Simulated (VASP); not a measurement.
Here is the system:

```cif
data_As4Ga4
_chemical_formula_sum 'Ga4 As4'
_space_group_name_H-M_alt 'F-43m'
_space_group_IT_number 216
_space_group_name_Hall 'F -4 2 3'
_cell_length_a 5.74175
_cell_length_b 5.74175
_cell_length_c 5.74175
_cell_angle_alpha 90.000
_cell_angle_beta 90.000
_cell_angle_gamma 90.000
loop_
_atom_site_label
_atom_site_type_symbol
_atom_site_symmetry_multiplicity
_atom_site_Wyckoff_symbol
_atom_site_fract_x
_atom_site_fract_y
_atom_site_fract_z
_atom_site_occupancy
Ga1 Ga 4 a 0.00000 0.00000 0.00000 1
As1 As 4 d 0.75000 0.75000 0.75000 1
```
(The calculation used a cell of 2 atoms; values per cell refer to that cell.)

Calculation: PBE GGA, VASP's PBE PAW potentials (set 64) (plane waves; VASP). Run with 480 eV cut-off, 8×8×8 Γ-centred mesh, Gaussian smearing of 0.050 eV, potentials Ga_d As.

Each relaxation starts from this cell; other phases were not tried.

Question: The cell is relaxed at 10 GPa. What happens?

Answer: The volume per atom goes from 23.66 to 21.01 Å³ (-11.2 %), and the cell becomes a = 5.5183 Å, b = 5.5183 Å, c = 5.5183 Å, α = 90.00°, β = 90.00°, γ = 90.00°, space group F-43m. The gap on the mesh goes from 0.18 to 1.08 eV.

Question: The cell is relaxed at 15 GPa. What happens?

Answer: The volume per atom goes from 23.66 to 20.10 Å³ (-15.0 %), and the cell becomes a = b = c = 5.438 Å, α = β = γ = 90.00°, space group F-43m. The gap on the mesh goes from 0.18 to 1.21 eV.

Failed runs are left out, and for metals the shear rows, which the mesh's noise covers.

The compound is GaAs in the zinc blende structure.
